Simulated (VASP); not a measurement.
Input:

```xyz
17
Lattice="5.6098 0.0000 0.0000 0.0000 5.6098 0.0000 0.0000 0.0000 20.1170" Properties=species:S:1:pos:R:3 pbc="T T T"
Pt     1.4024     1.4024     7.1587
Pt     4.2073     1.4024     7.1699
Pt     1.4024     4.2073     7.1699
Pt     4.2073     4.2073     7.1724
Pt     5.6060     5.6060     9.0930
Pt     2.8087     5.6060     9.0930
Pt     5.6060     2.8087     9.0930
Pt     2.8087     2.8087     9.0930
Pt     1.4024     1.4024    11.0086
Pt     4.2073     1.4024    11.0547
Pt     1.4024     4.2073    11.0547
Pt     4.2073     4.2073    11.1173
Pt     0.0149     0.0149    13.0183
Pt     2.7900     0.0149    13.0183
Pt     0.0149     2.7900    13.0183
Pt     2.7900     2.7900    13.0183
H      1.4024     1.4024    13.6317
```

Computed with PBE GGA, VASP's PBE PAW potentials (set 64) (plane waves; VASP). Settings: PREC = Normal, 400 eV cut-off, 5×5×1 Γ-centred mesh, first-order Methfessel-Paxton smearing of 0.10 eV, potentials Pt H.

Unless said otherwise, spin-orbit coupling is left out, though it shifts the bands of the heavy elements here.

### Question
What does the run give for the energy per atom (σ→0), band gap (on the k-mesh) with the smallest direct gap where there is one?

### Answer

```json
{
 "band gap (on the k-mesh)": "none (metal, semimetal or under 0.01 eV)",
 "energy per atom (σ→0)": "-5.532 eV/atom"
}
```

Total energies compare only between runs with the same potentials, cut-off and functional.

The cell is a thin slab with vacuum, built from Pt (fcc): (100) face, H adsorbed.
